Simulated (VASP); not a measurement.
Crystal: TeRu.

```
Ru Te
1.0
     0.00000    3.11393    3.11393
     3.11393    0.00000    3.11393
     3.11393    3.11393    0.00000
Ru Te
1 1
Cartesian
  0.0000 0.0000 0.0000
  1.5570 1.5570 1.5570
```

The cell comes from a database or a generator and needn't be the stable form of this composition.

Base run:

| Quantity | Value |
| --- | --- |
| Program | VASP 6.6.1 |
| Functional | PBEsol |
| Potentials or basis | VASP PAW PBE potentials, release 64 (Ru_pv, Te) |
| Cutoff | 520 eV |
| k mesh | 5 × 5 × 5 |
| Occupations | gaussian, width 0.05 eV |
| Spin | collinear spin, zero start |
| Starting moments | [0.0, 0.0] μB |
| Hubbard terms | Ru d U = 6 eV |

Its results: band gap on the k mesh none (metal or under the smearing width); pressure -11.8 GPa; net moment 0.00 μB per cell.

Problem. The run is repeated on the same cell with these changes: hubbard terms from Ru d U = 6 eV to Ru d U = 2 eV. What comes out?

Solution. Band gap on the k mesh none (metal or under the smearing width); pressure -13.5 GPa; net moment 0.00 μB per cell.

Caveats: the PAW data sets were made with another functional, which shifts forces and pressure a little; the U is typed as a test and isn't derived for this compound.
